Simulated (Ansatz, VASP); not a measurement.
# MnS (Browneite): VASP beside Ansatz, part 2 of 3

Aim: how closely do two programs agree when they are given the same cell, functional and k mesh? The cell is taken from a series of VASP runs on this material, whose earlier steps may have relaxed, scaled or displaced it; both programs get it as it stands.

VASP 6.6.1 and Ansatz 0.2.0.

So far: The structure; VASP: single point, r2SCAN.

**3. Ansatz: single point, r2SCAN**

Level of this step: Ansatz beside VASP: Kohn-Sham DFT, plane waves, r2SCAN (Ansatz).

Ansatz runs on its default PAW (the set named soft_2) files.

The same cell, functional, mesh and smearing now go to Ansatz, which takes its cutoff from its data sets.

The input, input.yaml:

```yaml
crystal:
  lattice:
    - [0.0, 2.8, 2.8]
    - [2.8, 0.0, 2.8]
    - [5.6, 5.6, 0.0]
  atoms:
    - { symbol: Mn, position: [0.0, 0.0, 0.0], spin: 4.0 }
    - { symbol: Mn, position: [0.0, 0.0, 0.5], spin: -4.0 }
    - { symbol: S, position: [0.25, 0.25, 0.125] }
    - { symbol: S, position: [0.25, 0.25, 0.625] }
hamiltonian:
  xc: r2scan
  pseudopotentials: { kind: paw }
magnetization:
  spin_polarized: true
kpoints:
  mp_grid: { grid: [7, 7, 7] }
scf:
  occupations: { method: gaussian, width: 0.05 }
  n_extra_bands: 11
output:
  forces: true
  stress: true
  eigenvalues: true
  write_density: true
  write_potential: true
  elf: true
  volumetric_format: npy
```

Run with:

```bash
$ ansatz run input.yaml --threads 2 --pin off --max-ram 4608MiB --backend cpu --events-out ev --progress --plain --runs-dir out
```

Numbers of over 12 decimals in the logs are rounded to 6 here.

The log of the run:

```text
scf.n_extra_bands = 11 over 21 filled bands (N_el = 42.0): the run solves 32 bands
Engine: ansatz 0.2.0, aarch64-unknown-linux-gnu
Pseudopotentials: kind: paw
Pseudopotential: Mn, paw, valence charge 15, recommended cutoff 500 eV (meta_gga), Mn.paw.azcp
Pseudopotential: S, paw, valence charge 6, recommended cutoff 500 eV (meta_gga), S.paw.azcp
Functional definition: r2SCAN
  parameter k0 = 0.174
  parameter k1 = 0.065
  parameter a1 = 4.9479
  exchange = r2scan_x(k0 = k0, k1 = k1, a1 = a1)
  correlation = r2scan_c
Crystal: 4 atoms, lattice volume = 87.808 Å³
Basis set: ecut = 500 eV, 2243 PW (Γ), exchange–correlation on 120×120×240 points (64 copies of the dense FFT grid, shifted against one another)
Bands: 32, of which v1, the nominal top of the filled ones, is band 21 counted from 1 (20 counted from 0)
Symmetry: 6 space group operations
Space group: R3m (ITA 160), of the structure as read, at distance tolerance 4.4e-5 Å
Magnetic group: BNS 160.68 (UNI 1298), of the structure as read, at distance tolerance 4.4e-5 Å
k-points: 44 of 343 (time reversal used)
Non-local potential: Mn, projectors of the file, l = 0: 3, l = 1: 2, l = 2: 3, l = 3: 1
Non-local potential: S, projectors of the file, l = 0: 2, l = 1: 2, l = 2: 2
PAW form: soft (Blöchl's): semilocal exchange-correlation on the pseudo side does not see the compensation charge
PAW frozen core: Mn, regenerated for the run's functional (the file was generated under x = pbe(κ = 0.804, μ = 0.219515), c = pbe(β = 0.066725))
PAW frozen core: S, regenerated for the run's functional (the file was generated under x = pbe(κ = 0.804, μ = 0.219515), c = pbe(β = 0.066725))
PAW one-centre angular grid: Mn, 590 points (default); XC on 160 Gauss nodes
PAW one-centre angular grid: S, 302 points (default); XC on 160 Gauss nodes
Initial density: superposition of atomic densities (chi_scale 0.1, normalization cell, long waves kept (reshape's long-wave potential 0.00 eV rms))
Starting moments: Σ|m| = 8 μB on 2 of 4 sites
Starting magnetic order: antiferromagnet; a translation exchanges its spin sublattices: spin-degenerate at every k-point
Initial wavefunctions: pseudopotential atomic-orbital guess
Functional: x = r2scan, c = r2scan; τ floored in thin density (d = 2e-4 eV/Å³)
SCF iter   1: F=—  HF=-9623.051903 eV  |F-HF|=—  |Δ(HF+E_count)|=         —  Δρ=5.85e-2 (↑5.85e-2 ↓5.85e-2)  dr2=4.32e0  dr2_τ=2.26e-2  dr2_m=1.64e0  M=0.000 μB ∫|m|=9.199 μB  β_m=0.30  ethr=3.10e-3  ⟨swp⟩=5.7  Hψ=5763  notcnv=0  defer=2
Mixer restart at iter 1: flushing history
preconditioner: auto → Resta (q_TF=auto, 2.413 Å⁻¹)  ε∞=6.0  [insulator: Δε(μ)=0.894 eV  Ē_g=9.034 eV  σ=0.050 eV  W_gap=1.00  n_scr=22 (ndim 8)  ℏωp=20.2 eV  f_vac=0.000  D(μ)=0.00/eV (n_scr^D=0)  ε∞_Penn≈6.0]
spin=Collinear: Resta preconditioning applied to the charge; magnetization (m = ρ↑ − ρ↓) channel mixes plain (no charge-response kernel on spin).
SCF iter   2: F=—  HF=-9623.372607 eV  |F-HF|=—  |Δ(HF+E_count)|=   3.21e-1  Δρ=3.45e-2 (↑3.45e-2 ↓3.45e-2)  dr2=1.21e0  dr2_τ=2.23e-2  dr2_m=6.96e-1  M=0.000 μB ∫|m|=9.281 μB  β_m=0.30  ethr=3.10e-3  ⟨swp⟩=2.6  Hψ=2629  notcnv=0  defer=247  κ⁻¹=1.0e0(r=1)
SCF iter   3: F=—  HF=-9623.917939 eV  |F-HF|=—  |Δ(HF+E_count)|=   5.45e-1  Δρ=1.27e-2 (↑1.27e-2 ↓1.27e-2)  dr2=2.03e-1  dr2_τ=4.54e-3  dr2_m=9.09e-2  M=0.000 μB ∫|m|=9.359 μB  β_m=0.30  ethr=2.88e-3  ⟨swp⟩=3.6  Hψ=2488  notcnv=0  defer=247  κ⁻¹=1.8e-2(r=2)
SCF iter   4: F=—  HF=-9623.992993 eV  |F-HF|=—  |Δ(HF+E_count)|=         —  Δρ=3.54e-3 (↑3.54e-3 ↓3.54e-3)  dr2=4.48e-2  dr2_τ=3.44e-4  dr2_m=1.56e-3  M=0.000 μB ∫|m|=9.433 μB  β_m=0.30  ethr=4.82e-4  ⟨swp⟩=3.3  Hψ=2611  notcnv=0  defer=223
Mixer restart at iter 4: flushing history
SCF iter   5: F=—  HF=-9623.997213 eV  |F-HF|=—  |Δ(HF+E_count)|=   4.22e-3  Δρ=2.66e-3 (↑2.66e-3 ↓2.66e-3)  dr2=2.75e-2  dr2_τ=2.21e-4  dr2_m=1.01e-3  M=0.000 μB ∫|m|=9.437 μB  β_m=0.30  ethr=1.07e-4  ⟨swp⟩=2.0  Hψ=1666  notcnv=0  defer=223  κ⁻¹=1.0e0(r=1)
SCF iter   6: F=—  HF=-9624.003484 eV  |F-HF|=—  |Δ(HF+E_count)|=   6.27e-3  Δρ=6.54e-4 (↑6.54e-4 ↓6.54e-4)  dr2=1.78e-3  dr2_τ=1.70e-5  dr2_m=2.04e-5  M=0.000 μB ∫|m|=9.452 μB  β_m=0.30  ethr=6.55e-5  ⟨swp⟩=2.0  Hψ=2152  notcnv=0  defer=223  κ⁻¹=8.2e-3(r=2)
SCF iter   7: F=—  HF=-9624.003753 eV  |F-HF|=—  |Δ(HF+E_count)|=   2.69e-4  Δρ=4.67e-4 (↑4.67e-4 ↓4.67e-4)  dr2=3.06e-4  dr2_τ=8.41e-6  dr2_m=6.44e-5  M=0.000 μB ∫|m|=9.455 μB  β_m=0.30  ethr=4.24e-6  ⟨swp⟩=2.0  Hψ=1956  notcnv=0  defer=223  κ⁻¹=1.1e-3(r=3)
SCF iter   8: F=—  HF=-9624.003983 eV  |F-HF|=—  |Δ(HF+E_count)|=   2.30e-4  Δρ=2.45e-4 (↑2.45e-4 ↓2.45e-4)  dr2=9.45e-5  dr2_τ=2.48e-6  dr2_m=1.85e-5  M=0.000 μB ∫|m|=9.455 μB  β_m=0.30  ethr=7.29e-7  ⟨swp⟩=2.1  Hψ=1845  notcnv=0  defer=223  κ⁻¹=8.8e-4(r=4)
SCF iter   9: F=—  HF=-9624.004118 eV  |F-HF|=—  |Δ(HF+E_count)|=   1.34e-4  Δρ=5.41e-5 (↑5.41e-5 ↓5.41e-5)  dr2=6.43e-6  dr2_τ=8.90e-8  dr2_m=3.34e-7  M=0.000 μB ∫|m|=9.454 μB  β_m=0.30  ethr=2.25e-7  ⟨swp⟩=2.0  Hψ=2332  notcnv=0  defer=223  κ⁻¹=5.3e-5(r=5)
SCF iter  10: F=—  HF=-9624.004116 eV  |F-HF|=—  |Δ(HF+E_count)|=   1.85e-6  Δρ=3.97e-5 (↑3.97e-5 ↓3.97e-5)  dr2=3.66e-6  dr2_τ=4.71e-8  dr2_m=1.77e-7  M=0.000 μB ∫|m|=9.454 μB  β_m=0.30  ethr=1.53e-8  ⟨swp⟩=1.0  Hψ=1408  notcnv=0  defer=223  κ⁻¹=1.1e-5(r=6)
SCF iter  11: F=—  HF=-9624.004114 eV  |F-HF|=—  |Δ(HF+E_count)|=   2.02e-6  Δρ=1.49e-5 (↑1.49e-5 ↓1.49e-5)  dr2=2.26e-7  dr2_τ=3.46e-9  dr2_m=6.96e-8  M=0.000 μB ∫|m|=9.454 μB  β_m=0.30  ethr=8.73e-9  ⟨swp⟩=2.0  Hψ=2112  notcnv=0  defer=223  κ⁻¹=2.6e-7(r=7)
SCF iter  12: F=—  HF=-9624.004114 eV  |F-HF|=—  |Δ(HF+E_count)|=   3.08e-7  Δρ=8.85e-6 (↑8.85e-6 ↓8.85e-6)  dr2=1.23e-7  dr2_τ=1.20e-9  dr2_m=1.20e-8  M=0.000 μB ∫|m|=9.454 μB  β_m=0.30  ethr=5.39e-10  ⟨swp⟩=1.0  Hψ=1408  notcnv=0  defer=223  κ⁻¹=1.9e-7(r=8)
SCF iter  13: F=—  HF=-9624.004114 eV  |F-HF|=—  |Δ(HF+E_count)|=   2.05e-7  Δρ=3.42e-6 (↑3.42e-6 ↓3.42e-6)  dr2=3.42e-8  dr2_τ=2.97e-10  dr2_m=6.91e-10  M=0.000 μB ∫|m|=9.454 μB  β_m=0.30  ethr=2.92e-10  ⟨swp⟩=2.0  Hψ=2258  notcnv=0  defer=223  κ⁻¹=2.6e-8(r=8)
SCF iter  14: F=-9624.004114 eV  HF=-9624.004114 eV  |F-HF|=8.39e-10  |Δ(HF+E_count)|=   1.24e-8  Δρ=1.14e-6 (↑1.14e-6 ↓1.14e-6)  dr2=4.52e-9  dr2_τ=4.80e-11  dr2_m=1.49e-10  M=0.000 μB ∫|m|=9.454 μB  ethr=8.14e-11  ⟨swp⟩=10.9  Hψ=10172  notcnv=0
SCF 1 converged in 14 iterations: F = -9624.004114 eV  dr2 = 4.52e-9
  greatest PAW one-centre occupation: 1.005 electrons in one spin orbital (limit 2), on the Mn atom at site 1 (counted from 0), in its partial waves of l = 1
this state was not tested for a lower state beside it, because the mixer in use, unlike msr1, does not test its closes by its own steps (another_mixer; see scf.mixing.algorithm and scf.lower_state_search)
SCF converged after 14 iterations
Magnetization: 0.0000 μB (21.0000 up, 21.0000 down)
Absolute magnetization: 9.4542 μB (∫|ρ↑−ρ↓|, with the PAW one-centre terms)
Spin contamination: 4.8564 ħ² per cell (⟨S²⟩ above its minimum at these occupations)
Per-site moments (μB) at R_I (Å): [(4.202675, 1.000259), (-4.202675, 1.000259), (0.051408, 1.000259), (-0.051408, 1.000259)]
Free energy (F): -9624.004114 eV
Harris-Foulkes:  -9624.004114 eV  (|F-HF|=8.39e-10)
Internal energy: -9624.004114 eV  (E = F + TS)
E sigma→0 (E₀):  -9624.004114 eV
Fermi energy:    7.611137 eV
--- Per-component energies (eV) ---
  E_band       = -757.464695
  E_kinetic    = 810.364816
  E_local      = -5598.642615  (includes V_loc(G=0)·N_el)
  E_nonlocal   = 564.389626
  E_hartree    = 2300.368760
  E_xc         = -397.341590
  E_vxc        = -503.593968  (∫ρ·V_xc dr)
  E_paw        = -3854.163156  (= ΣΔE_a)
  E_vpaw       = -661.313922  (= ΣTr[D̂ρ^β])
  E_aug_tail   = -0.000007  (compensation charges beyond the density's cutoff)
  E_vtau       = 30.589068  (kinetic-family band-sum trace: ∫τ·v_τ [+ j·A + Jᵃ·Aᵃ] dr)
  E_ewald      = -3448.194329
  E_core_change = -0.785620  (= ΣΔE_core)
  E_smearing   = -0.000000  (= −TS)
  E_closure    = 0.000000  (closes the sum)
  Σ components = -9624.004114   (vs F -9624.004114, Δ=0.00e0)
--- Forces (eV/Å), atoms counted from 1 ---
  atom   1  Mn    -0.13341691    -0.13341691     0.13341691
  atom   2  Mn    -0.13341691    -0.13341691     0.13341691
  atom   3  S      0.13343824     0.13343824    -0.13343824
  atom   4  S      0.13343824     0.13343824    -0.13343824
  max |Σ_I F_I| component: 4.27e-5 eV/Å
--- Stress (GPa, compression-positive) ---
       -0.957719      -1.036142       1.036142
       -1.036142      -0.957719       1.036142
        1.036142       1.036142      -0.957719
  P = ⅓ Tr σ = -0.9577 GPa (-9.577 kbar)
--- Band table (eV; the first three rows and the last of 88) ---
  k-point 0 ↑: bands = [... 17 lower, 4.3233, 5.8874, 6.7372, 6.7372, 9.0867, 9.2109, 9.2109, 10.2889, ... 7 higher]
  k-point 1 ↑: bands = [... 17 lower, 4.3089, 5.8192, 6.7358, 6.7358, 9.2217, 9.2217, 9.2356, 10.2784, ... 7 higher]
  k-point 2 ↑: bands = [... 17 lower, 4.2753, 5.6817, 6.7326, 6.7326, 9.2456, 9.2456, 9.5607, 10.2749, ... 7 higher]
  k-point 43 ↓: bands = [... 17 lower, 4.2478, 4.5639, 4.8035, 5.3551, 8.5166, 9.1868, 9.3640, 9.5050, ... 7 higher]
```

It took 30 s on 2 threads of Arm Neoverse V1, shared host; peak memory 0.66 GiB; 58 s of CPU time.

The run ends at a pressure of -0.96 GPa, with forces up to 0.23 eV/Å.

**4. Side by side**

Known differences besides the potentials themselves: VASP keeps PBE cores, Ansatz makes them for the functional; the data sets hold 42 valence electrons in Ansatz (default PAW (the set named soft_2) files) and 38 in VASP; the cutoff is 500 eV in Ansatz and 400 eV in VASP; site moments are counted in spheres of each program's own size. Total energies have different zeros and are not compared.

Both answers:

| quantity | Ansatz | VASP | difference |
| --- | --- | --- | --- |
| pressure (GPa) | -0.96 | -1.32 | +0.36 |
| pressure without Ansatz's Pulay correction (GPa) | -1.02 | -1.32 | +0.30 |
| gap on the k mesh (eV) | 1.750 | 1.738 | +0.012 |
| moment on Mn1 (μB) | 4.20 | 4.35 | -0.15 |
| moment on Mn2 (μB) | -4.20 | -4.35 | +0.15 |
| moment on S3 (μB) | 0.05 | 0.03 | +0.02 |
| moment on S4 (μB) | -0.05 | -0.03 | -0.02 |

Forces (eV/Å; atoms numbered as in POSCAR):

| atom | Ansatz x, y, z | VASP x, y, z |
| --- | --- | --- |
| Mn1 | -0.133, -0.133, 0.133 | -0.130, -0.130, 0.130 |
| Mn2 | -0.133, -0.133, 0.133 | -0.130, -0.130, 0.130 |
| S3 | 0.133, 0.133, -0.133 | 0.130, 0.130, -0.130 |
| S4 | 0.133, 0.133, -0.133 | 0.130, 0.130, -0.130 |

The forces differ by 3.8 meV/Å r.m.s., which is 2.9 % of the r.m.s. force of 0.13 eV/Å (both taken over all components). A gap on the mesh is an upper bound, since the band edges may lie between its points. Ansatz's pressure holds a Pulay correction of 0.06 GPa; VASP's holds none.

**5. What the set-up changes**

Further runs change the set-up of one program: Ansatz's method, potentials or start, or VASP's data sets, cutoff or form of LDA. The table gives Ansatz less VASP for each quantity, since a change that brings one quantity closer may part another. Site moments also change with the sphere that a data set brings.

| run | r.m.s. force difference (meV/Å) | pressure (GPa) | gap on the k mesh (eV) | moment on Mn1 (μB) | moment on Mn2 (μB) |
| --- | --- | --- | --- | --- | --- |
| as above | 3.8 | 0.36 | 0.012 | -0.15 | 0.15 |
| Ansatz's all-electron LAPW method | 2.8 | 0.37 | 0.025 | 0.098 | -0.098 |

**6. Ansatz: band structure, r2SCAN**

A single point gives forces, pressure and levels at one fixed geometry, so differences don't come from the geometry; what else differs is listed under the comparison. The cell compared in this pair holds 84.74 Å³, against 87.81 Å³ for the pair before.

The cell is taken from a series of VASP runs on this material, whose earlier steps may have relaxed, scaled or displaced it; both programs get it as it stands.

The input, input.yaml:

```yaml
crystal:
  lattice:
    - [0.0, 5.5713088019, 5.4600291949]
    - [2.7856544009, 2.7856544009, 5.4600291949]
    - [2.7856544009, 2.7856544009, 0.0]
  atoms:
    - { symbol: Mn, position: [0.0, 0.0, 0.0], spin: 4.277 }
    - { symbol: Mn, position: [0.5, 0.0, 0.0], spin: -4.277 }
    - { symbol: S, position: [0.0, 0.25, 0.25] }
    - { symbol: S, position: [0.5, 0.25, 0.25] }
hamiltonian:
  xc: r2scan
  pseudopotentials: { kind: paw }
magnetization:
  spin_polarized: true
kpoints:
  mp_grid: { grid: [6, 6, 6] }
  band_path:
    path:
      - [0.0, 0.0, 0.0]
      - [-0.13333, 0.0, 0.0]
      - [-0.3, 0.0, 0.0]
      - [-0.46667, 0.0, 0.0]
      - [-0.4, 0.1, 0.1]
      - [-0.23333, 0.26667, 0.26667]
      - [-0.06667, 0.43333, 0.43333]
      - [0.0, 0.43333, 0.43333]
      - [0.0, 0.26667, 0.26667]
      - [0.0, 0.1, 0.1]
      - [-0.03333, -0.03333, 0.0]
      - [-0.2, -0.2, 0.0]
      - [-0.36667, -0.36667, 0.0]
      - [-0.5, -0.5, 0.0]
      - [-0.66667, -0.5, 0.0]
      - [-0.8, -0.5, 0.0]
      - [-0.96667, -0.5, 0.0]
      - [-0.9, -0.4, 0.1]
      - [-0.73333, -0.23333, 0.26667]
      - [-0.56667, -0.06667, 0.43333]
      - [-0.5, -0.06667, 0.43333]
      - [-0.5, -0.23333, 0.26667]
      - [-0.5, -0.4, 0.1]
      - [-0.53333, -0.03333, 0.0]
      - [-0.7, -0.2, 0.0]
      - [-0.86667, -0.36667, 0.0]
      - [0.0, 0.5, 0.5]
      - [-0.16667, 0.33333, 0.5]
      - [-0.33333, 0.16667, 0.5]
      - [-0.5, 0.0, 0.5]
    npoints: 1
scf:
  occupations: { method: gaussian, width: 0.05 }
  n_extra_bands: 14
output:
  forces: true
  stress: true
  eigenvalues: true
  write_density: true
  write_potential: true
  elf: true
  volumetric_format: npy
```

The log of the run:

```text
[...]
Crystal: 4 atoms, lattice volume = 84.738 Å³
Basis set: ecut = 500 eV, 2147 PW (Γ), exchange–correlation on 240×200×120 points (64 copies of the dense FFT grid, shifted against one another)
Bands: 35, of which v1, the nominal top of the filled ones, is band 21 counted from 1 (20 counted from 0)
Symmetry: 8 space group operations
[...]
k-point 1 ↑: bands = [... 17 lower, 4.5688, 5.8834, 6.2667, 6.5776, 9.4411, 9.7266, 9.8608, 10.6250, ... 10 higher]
  k-point 2 ↑: bands = [... 17 lower, 4.9579, 5.6245, 6.2218, 6.5378, 9.3505, 9.7397, 10.0621, 10.3790, ... 10 higher]
  k-point 39 ↓: bands = [... 17 lower, 4.4830, 5.9842, 6.7082, 6.7082, 9.5650, 9.6983, 10.3553, 10.6648, ... 10 higher]
[key lines of the parts left out:]
SCF converged after 14 iterations
Magnetization: 0.0000 μB (21.0000 up, 21.0000 down)
Free energy (F): -9624.105976 eV
Fermi energy:    7.773380 eV
P = ⅓ Tr σ = 0.3098 GPa (3.098 kbar)
```

Run time: 46 s. Hardware: 2 threads; peak memory 0.84 GiB.

[end of part 2 of 3]

[Lines on the potential files, build, host, timing and source positions are cut from VASP's logs without a mark.]

[Logs are printed without paths, hosts, clocks, repeated set-up lines and the standing remarks that a program may print on its own settings, such as how far it seeks lower states.]

[Hosts, paths, dates, database ids (printed as entryN), source tags and the programs' standing remarks are cut or masked in the printed files.]
